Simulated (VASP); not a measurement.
OSZICAR of a VASP run on BaHfO$_{3}$ (cubic perovskite):

OSZICAR:
```
       N       E                     dE             d eps       ncg     rms          rms(c)
DAV:   1     0.237830076949E+03    0.23783E+03   -0.21516E+04   920   0.161E+03
DAV:   2    -0.378899511770E+02   -0.27572E+03   -0.27141E+03  1186   0.348E+02
DAV:   3    -0.502177572851E+02   -0.12328E+02   -0.12308E+02  1160   0.750E+01
DAV:   4    -0.504707571719E+02   -0.25300E+00   -0.25290E+00  1331   0.986E+00
DAV:   5    -0.504747863594E+02   -0.40292E-02   -0.40290E-02  1240   0.903E-01    0.627E+01
DAV:   6    -0.445158681316E+02    0.59589E+01   -0.36507E+01  1088   0.353E+01    0.538E+01
DAV:   7    -0.443767404062E+02    0.13913E+00   -0.22200E+00  1176   0.999E+00    0.317E+01
DAV:   8    -0.443566535024E+02    0.20087E-01   -0.22395E-01  1140   0.407E+00    0.450E+00
DAV:   9    -0.443453229346E+02    0.11331E-01   -0.70309E-02  1144   0.173E+00    0.182E+00
DAV:  10    -0.443450065507E+02    0.31638E-03   -0.86703E-03  1206   0.616E-01    0.493E-01
DAV:  11    -0.443449368664E+02    0.69684E-04   -0.59788E-04  1182   0.167E-01    0.721E-02
DAV:  12    -0.443449860422E+02   -0.49176E-04   -0.10235E-04  1239   0.693E-02    0.151E-01
DAV:  13    -0.443449869976E+02   -0.95535E-06   -0.87534E-06  1153   0.208E-02    0.519E-03
DAV:  14    -0.443449872650E+02   -0.26738E-06   -0.13467E-06  1147   0.742E-03    0.132E-02
DAV:  15    -0.443449872969E+02   -0.31895E-07   -0.49185E-07  1023   0.472E-03
   1 F= -.44344987E+02 E0= -.44344987E+02  d E =0.000000E+00
```

Which electronic solver shows in the log?

It is blocked Davidson (ALGO = Normal, or the opening steps of other solvers). The INCAR had ALGO = Normal.

Can the final energy be trusted as converged?

The run converged. It stopped with EDIFF = 1E-7, NELM = 100 (AM05 GGA, plane waves, VASP's PBE PAW potentials (set 64)).

The compound is BaHfO3 in the cubic perovskite structure. It was relaxed first.
